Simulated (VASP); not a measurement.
Write the native input for VASP 6.6.1 that does the following.

```yaml
Task: single point
Functional: LDA
Potentials_or_basis: VASP PAW LDA potentials, release 64 (Si, Ge_d)
Cutoff: 520 eV
k_mesh: 12 × 12 × 6
Occupations: gaussian, width 0.03 eV
Spin: no spin polarisation
Dipole_correction: no
Further_INCAR_settings: ALGO = Fast; EDIFF = 1e-06; NBANDS = 26
```

The structure of SiGe lies in POSCAR:

```
SiGe
1.0
    3.9044512986      0.0000000000      0.0000000000
   -1.9522256493      3.3813540124      0.0000000000
    0.0000000000      0.0000000000      6.4507830000
Si Ge
2 2
Direct
    0.6666666667      0.3333333333      0.9327394779
    0.3333333333      0.6666666667      0.4327394779
    0.6666666667      0.3333333333      0.5003920000
    0.3333333333      0.6666666667      0.0003920000
```

The cell comes from a database or a generator and needn't be the stable form of this composition.

The cell isn't the ideal one: all Si atoms moved +0.375 Å, as atom 1 along Cartesian [0 0 1].

One way to write it, as run:

INCAR

```
  PREC = Accurate
  ENCUT = 520
  EDIFF = 1E-6
  ISMEAR = 0
  SIGMA = 0.03
  LREAL = False
  LASPH = True
  NELM = 100
  ALGO = Fast
  ISIF = 2
  LWAVE = False
  LCHARG = False
  NBANDS = 26
```

KPOINTS

```
regular mesh
0
Gamma
  12 12 6
```

Potentials or basis: VASP PAW LDA potentials, release 64 (Si, Ge_d).

The run is started by

```bash
$ cat potpaw_LDA.64/Si/POTCAR potpaw_LDA.64/Ge_d/POTCAR > POTCAR
$ mpirun -np 1 vasp_std > vasp.out
```

Results of the run:

```json
{
  "Pressure": "0.6 GPa",
  "Largest force": "2.058 eV/Å",
  "Band gap on the k mesh": "none (metal or under the smearing width)"
}
```

Caveat: forces of over 1 eV/Å show positions far from the minimum, so gaps and moduli don't describe the material at rest.

It took 74 s on 1 thread of Intel(R) Xeon(R) 6975P-C (Granite Rapids), on a shared host, peak memory 0.26 GiB.
